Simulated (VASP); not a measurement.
Method: PBE GGA, VASP's PBE PAW potentials (set 64) (plane waves; VASP).

VASP ran on this input.

INCAR:
```
ALGO = Normal
EDIFF = 1E-8
ENCUT = 500
GGA = PE
ISMEAR = 0
LASPH = T
LCHARG = F
LREAL = F
LWAVE = T
NELM = 100
PREC = Normal
SIGMA = 0.01
SYSTEM = GaP
```

POSCAR:
```
GaP
1
    0.0000000000     2.7250000000     2.7250000000
    2.7250000000     0.0000000000     2.7250000000
    2.7250000000     2.7250000000     0.0000000000
Ga P
1 1
Direct
  0.0000000000   0.0000000000   0.0000000000
  0.2500000000   0.2500000000   0.2500000000
```

**KPOINTS**
```
Automatic
0
gamma
  6 6 6
0 0 0
```

POTCAR, in this order: Ga_d_GW P_GW (PBE.64 set). Program: vasp_std.

The resulting files:

### OSZICAR
```
       N       E                     dE             d eps       ncg     rms          rms(c)
DAV:   1     0.132203664044E+03    0.13220E+03   -0.10258E+04   424   0.169E+03
DAV:   2     0.121458209744E+01   -0.13099E+03   -0.12776E+03   466   0.396E+02
DAV:   3    -0.894806701367E+01   -0.10163E+02   -0.10104E+02   574   0.139E+02
DAV:   4    -0.936464945564E+01   -0.41658E+00   -0.41633E+00   715   0.292E+01
DAV:   5    -0.936744605850E+01   -0.27966E-02   -0.27965E-02   567   0.165E+00    0.475E+00
DAV:   6    -0.911450095374E+01    0.25295E+00   -0.53741E-01   689   0.170E+01    0.267E+00
DAV:   7    -0.908357717056E+01    0.30924E-01   -0.10941E-01   587   0.330E+00    0.101E+00
DAV:   8    -0.908386360784E+01   -0.28644E-03   -0.80541E-03   524   0.846E-01    0.145E-01
DAV:   9    -0.908419536320E+01   -0.33176E-03   -0.11545E-03   543   0.390E-01    0.469E-02
DAV:  10    -0.908434716606E+01   -0.15180E-03   -0.17106E-04   538   0.123E-01    0.116E-02
DAV:  11    -0.908436009921E+01   -0.12933E-04   -0.21745E-05   591   0.446E-02    0.270E-03
DAV:  12    -0.908436074902E+01   -0.64981E-06   -0.17489E-06   546   0.117E-02    0.351E-04
DAV:  13    -0.908436074613E+01    0.28954E-08   -0.63051E-08   575   0.211E-03
   1 F= -.90843607E+01 E0= -.90843607E+01  d E =-.508933E-54
```

File OUTCAR:
```
------------------------ aborting loop because EDIFF is reached ----------------------------------------
  FORCE on cell =-STRESS in cart. coord.  units (eV):
  Direction    XX          YY          ZZ          XY          YZ          ZX
  --------------------------------------------------------------------------------------
  Total        0.5953564      0.5953564      0.5953564     -0.0000000      0.0000000      0.0000000
  in kB       23.5699211     23.5699211     23.5699211     -0.0000000      0.0000000      0.0000000
  external PRESSURE =      23.5699211 kB  Pullay stress =       0.0000000 kB
  volume of cell :       40.47
      direct lattice vectors                 reciprocal lattice vectors
     0.000000000  2.725000000  2.725000000    -0.183486239  0.183486239  0.183486239
     2.725000000  0.000000000  2.725000000     0.183486239 -0.183486239  0.183486239
     2.725000000  2.725000000  0.000000000     0.183486239  0.183486239 -0.183486239
  FREE ENERGIE OF THE ION-ELECTRON SYSTEM (eV)
  ---------------------------------------------------
  free  energy   TOTEN  =        -9.0843607461 eV

  energy  without entropy=       -9.0843607461  energy(sigma->0) =       -9.08436075
```
(Selected blocks of OUTCAR.)

The compound is GaP in the zinc blende structure. The cell was not relaxed at this level.
